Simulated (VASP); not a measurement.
Here is the system:

```
Hf3ZrC4
1.0
    0.00016     4.62066     4.62187
    4.62066     0.00016     4.62187
    2.31041     2.31041     0.00000
Zr C Hf
1 4 3
Direct
  0.00000   0.00000   0.00000
  0.25120   0.25120   0.49760
  0.25241   0.74759   0.50000
  0.74759   0.25241   0.50000
  0.74880   0.74880   0.50240
  0.00000   0.50000   0.00000
  0.50000   0.00000   0.00000
  0.50000   0.50000   0.00000
```

All values below come from PBEsol GGA, VASP's PBE PAW potentials (set 64) (plane waves; VASP). Settings: 520 eV cut-off, 7×7×13 Γ-centred mesh, tetrahedra with Blöchl corrections, potentials Zr_sv C Hf_pv.

The cores are frozen, which limits the accuracy of field gradients.

Give the principal components of the electric field gradient (V/Å²) and the asymmetry η at each nucleus.

```
atom   Vxx   Vyy   Vzz     η
----  ----  ----  ----  ----
Zr1   -0.9  -0.7   1.6  0.09
C2    -0.4  -0.3   0.7  0.18
C3     0.2   0.1  -0.3     -
C4     0.2   0.1  -0.3     -
C5    -0.4  -0.3   0.7  0.18
Hf6   -0.8  -0.7   1.5  0.08
Hf7   -0.8  -0.7   1.5  0.08
Hf8    3.2   0.4  -3.6  0.76
```

The structure was generated: Hf3ZrC4 was put into an ordered model structure (Cmmm), which need not be its known phase. It was relaxed first.
